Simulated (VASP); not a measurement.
Set up this calculation in VASP 6.6.1, as the native input.

```yaml
Task: single point
Functional: LDA
Potentials_or_basis: VASP PAW LDA potentials, release 64 (Ru_pv, Se)
Cutoff: 520 eV
k_mesh: 6 × 6 × 6
Occupations: gaussian, width 0.05 eV
Spin: collinear spin, ferrimagnetic start
Starting_moments: "[1.0, -0.5, 0.0, 0.0] μB"
Supercell_matrix: "[0, 1, 1, 1, 0, 1, 1, 1, 0]"
Further_INCAR_settings: ALGO = Normal; EDIFF = 1e-06
```

The structure of RuSe lies in POSCAR:

```
RuSe
1.0
    5.3552328200      2.6776164100      2.6776164100
    2.6776164100      5.3552328200      2.6776164100
    2.6776164100      2.6776164100      5.3552328200
Ru Se
2 2
Direct
    0.2500000000      0.2500000000      0.2500000000
    0.7500000000      0.7500000000      0.7500000000
    0.0000000000      0.0000000000      0.0000000000
    0.5000000000      0.5000000000      0.5000000000
```

The cell comes from a database or a generator and needn't be the stable form of this composition.

These files were run (other wordings do the same):

INCAR

```
SYSTEM = RuSe
PREC     = Accurate       ! precision mode
ENCUT    = 520            ! plane-wave cutoff, eV
EDIFF    = 1E-6           ! SCF threshold, eV
ISMEAR   = 0              ! smearing method
SIGMA    = 0.05           ! smearing width, eV
LREAL    = .FALSE.        ! projectors in reciprocal space
LASPH    = .TRUE.         ! aspherical terms in the spheres
NELM     = 100            ! most SCF steps
ALGO     = Normal         ! electronic algorithm
ISIF     = 2              ! what is computed and relaxed
LWAVE    = .FALSE.        ! write WAVECAR
LCHARG   = .FALSE.        ! write CHGCAR
ISPIN    = 2              ! spin polarisation
MAGMOM   = 1 -0.5 0 0     ! initial moments
LORBIT   = 11             ! projections on sites
LMAXMIX  = 4              ! l up to which the mixer works
```

KPOINTS

```
Automatic mesh
0
G
  6 6 6
  0 0 0
```

Potentials or basis: VASP PAW LDA potentials, release 64 (Ru_pv, Se).

Command:

```sh
$ cat potpaw_LDA.64/Ru_pv/POTCAR potpaw_LDA.64/Se/POTCAR > POTCAR
$ mpirun -np 1 vasp_std > vasp.out
```

Results of the run:

| Item | Value |
| --- | --- |
| Pressure | -20.6 GPa |
| Band gap on the k mesh | none (metal or under the smearing width) |
| Net moment | 0.00 μB per cell |
| Site moments | Ru +0.03, -0.03; Se -0.00 μB |
| Valence electrons inside the program's atomic spheres | Ru 12.43; Se 3.75 |

Caveat: so large a pressure means that the cell lies far from this level's equilibrium, or that cutoff or potentials fall short.

Run time: 11 min on 1 thread of Intel(R) Xeon(R) Platinum 8375C CPU @ 2.90GHz (Ice Lake), with other jobs on the host, peak memory 0.34 GiB.
